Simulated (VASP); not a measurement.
Method: r2SCAN meta-GGA, VASP's PBE PAW potentials (set 64) (plane waves; VASP).

The input files of a VASP run:

**INCAR**
```
# general
SYSTEM  = CdS
PREC    = Accurate
ENCUT   = 520   # plane-wave cut-off (eV)
LREAL   = F
LASPH   = T   # aspherical one-centre terms

# electronic loop
EDIFF   = 1E-6   # SCF stop (eV)
NELM    = 100   # most electronic steps
ALGO    = Normal
LMAXMIX = 4   # l cut-off of mixed one-centre charges
LMIXTAU = T

# smearing
ISMEAR  = 0
SIGMA   = 0.05

# functional
METAGGA = R2SCAN

# ions
IBRION  = 2   # conjugate gradients
NSW     = 60   # most ionic steps
ISIF    = 3   # ions, shape and volume
EDIFFG  = -0.02   # ionic stop

# output
LWAVE   = F
LCHARG  = F
```

**POSCAR**
```
CdS
1
    2.0858775257    -3.6128456773    -0.0000000000
    2.0858775257     3.6128456773     0.0000000000
    0.0000000000     0.0000000000     6.7748669168
Cd S
2 2
Direct
  0.6666670000   0.3333330000   0.4999786628
  0.3333330000   0.6666670000   0.9999786628
  0.6666670000   0.3333330000   0.8770213372
  0.3333330000   0.6666670000   0.3770213372
```

KPOINTS:
```
Automatic mesh
0
Gamma
6 6 3
0 0 0
```

POTCAR, in this order: Cd S (PBE.64 set). Program: vasp_std.

Problem. What will the output report for the number of irreducible k-points (NKPTS), largest plane-wave count, number of space-group operations, FFT grid (NGX, NGY, NGZ)?

Solution. 
```yaml
number of irreducible k-points (NKPTS): 14
largest_plane_wave_count: 2778
number_of_space_group_operations: 12
FFT grid (NGX, NGY, NGZ): 32 × 32 × 50
```

The compound is CdS in the wurtzite structure. It was relaxed first. The start is the result of an earlier pass.
